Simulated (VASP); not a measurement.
OSZICAR of a VASP run on NaI (space group Fm-3m):

File OSZICAR:
```
       N       E                     dE             d eps       ncg     rms          rms(c)
DAV:   1     0.612806398337E+02    0.61281E+02   -0.53594E+03   794   0.768E+02
DAV:   2    -0.932208759732E+00   -0.62213E+02   -0.58871E+02   852   0.198E+02
DAV:   3    -0.530431809064E+01   -0.43721E+01   -0.43566E+01   928   0.569E+01
DAV:   4    -0.541152375099E+01   -0.10721E+00   -0.10714E+00   968   0.931E+00
DAV:   5    -0.541387807345E+01   -0.23543E-02   -0.23543E-02   929   0.129E+00    0.170E+00
DAV:   6    -0.536037646543E+01    0.53502E-01   -0.74141E-02   884   0.180E+00    0.119E+00
DAV:   7    -0.535276099493E+01    0.76155E-02   -0.65473E-02   890   0.160E+00    0.590E-01
DAV:   8    -0.535447019788E+01   -0.17092E-02   -0.41768E-03   824   0.626E-01    0.132E-01
DAV:   9    -0.535444840340E+01    0.21794E-04   -0.11256E-04   884   0.117E-01    0.327E-02
DAV:  10    -0.535446378061E+01   -0.15377E-04   -0.30881E-05   869   0.695E-02    0.584E-03
DAV:  11    -0.535446430675E+01   -0.52614E-06   -0.33003E-06   842   0.215E-02
   1 F= -.53544643E+01 E0= -.53544643E+01  d E =-.535446E+01
       N       E                     dE             d eps       ncg     rms          rms(c)
DAV:   1    -0.557305557891E+01   -0.21859E+00   -0.45736E+00   869   0.325E+01    0.262E+00
DAV:   2    -0.542405184088E+01    0.14900E+00   -0.19252E-01   860   0.525E+00    0.128E+00
DAV:   3    -0.538185548612E+01    0.42196E-01   -0.10752E-01   866   0.352E+00    0.570E-01
DAV:   4    -0.538130209069E+01    0.55340E-03   -0.13890E-03   809   0.358E-01    0.560E-01
DAV:   5    -0.537998385446E+01    0.13182E-02   -0.25349E-04   812   0.191E-01    0.137E-01
DAV:   6    -0.537982477490E+01    0.15908E-03   -0.25966E-04   872   0.206E-01    0.177E-01
DAV:   7    -0.537984506644E+01   -0.20292E-04   -0.68582E-06   800   0.196E-02    0.334E-01
DAV:   8    -0.537980544340E+01    0.39623E-04   -0.24200E-05   782   0.361E-02    0.112E-01
DAV:   9    -0.537980874942E+01   -0.33060E-05   -0.12337E-06   782   0.750E-03    0.434E-02
DAV:  10    -0.537981159075E+01   -0.28413E-05   -0.48911E-07   400   0.515E-03    0.172E-02
DAV:  11    -0.537981052187E+01    0.10689E-05   -0.11219E-07   385   0.351E-03    0.297E-03
DAV:  12    -0.537981026666E+01    0.25521E-06   -0.95309E-09   385   0.977E-04
   2 F= -.53798103E+01 E0= -.53798103E+01  d E =-.253460E-01
       N       E                     dE             d eps       ncg     rms          rms(c)
DAV:   1    -0.551644389325E+01   -0.13663E+00   -0.30938E+00   872   0.260E+01    0.216E+00
DAV:   2    -0.541374219893E+01    0.10270E+00   -0.13372E-01   863   0.424E+00    0.105E+00
DAV:   3    -0.538555760451E+01    0.28185E-01   -0.73354E-02   866   0.284E+00    0.469E-01
DAV:   4    -0.538514863920E+01    0.40897E-03   -0.94742E-04   793   0.294E-01    0.457E-01
DAV:   5    -0.538425086789E+01    0.89777E-03   -0.18779E-04   791   0.161E-01    0.104E-01
DAV:   6    -0.538415723632E+01    0.93632E-04   -0.16041E-04   875   0.154E-01    0.131E-01
DAV:   7    -0.538416170557E+01   -0.44692E-05   -0.21976E-06   788   0.111E-02    0.173E-01
DAV:   8    -0.538414392372E+01    0.17782E-04   -0.80333E-06   776   0.209E-02    0.799E-02
DAV:   9    -0.538414586977E+01   -0.19460E-05   -0.64431E-07   475   0.455E-03    0.525E-02
DAV:  10    -0.538414844233E+01   -0.25726E-05   -0.44513E-07   385   0.502E-03    0.342E-03
DAV:  11    -0.538414833736E+01    0.10496E-06   -0.91363E-08   385   0.308E-03
   3 F= -.53841483E+01 E0= -.53841483E+01  d E =-.296840E-01
       N       E                     dE             d eps       ncg     rms          rms(c)
DAV:   1    -0.538943335699E+01   -0.52849E-02   -0.11340E-01   872   0.479E+00    0.425E-01
DAV:   2    -0.538547061555E+01    0.39627E-02   -0.50620E-03   866   0.827E-01    0.204E-01
DAV:   3    -0.538446133191E+01    0.10093E-02   -0.27486E-03   866   0.545E-01    0.936E-02
DAV:   4    -0.538444888409E+01    0.12448E-04   -0.36650E-05   814   0.606E-02    0.923E-02
DAV:   5    -0.538442900155E+01    0.19883E-04   -0.55971E-06   800   0.260E-02    0.238E-02
DAV:   6    -0.538442818282E+01    0.81874E-06   -0.90512E-06   866   0.380E-02
   4 F= -.53844282E+01 E0= -.53844282E+01  d E =-.299639E-01
```

### Question
Which electronic solver shows in the log?

### Answer
It is blocked Davidson (ALGO = Normal, or the opening steps of other solvers). The INCAR had ALGO = Normal.

### Question
Can the final energy be trusted as converged?

### Answer
Self-consistency was reached. It stopped with EDIFF = 1E-6, NELM = 100, NSW = 50 and EDIFFG = -0.01 after 4 ionic steps (PBE GGA, plane waves, VASP's PBE PAW potentials (set 64)). At this cut-off the stress carries a Pulay error, which pulls relaxed volumes low. Energy and stress use the plane-wave basis of the starting cell.

The structure comes from a computed database's NaI entry; how it stands against other phases isn't given here. This run relaxes it. Symmetry was kept, so distortions that lower it aren't found. The run is one of a series of settings (EDIFFG = -0.01, IBRION = 2, ISIF = 3, NSW = 50 against the base run), some of them coarse on purpose.
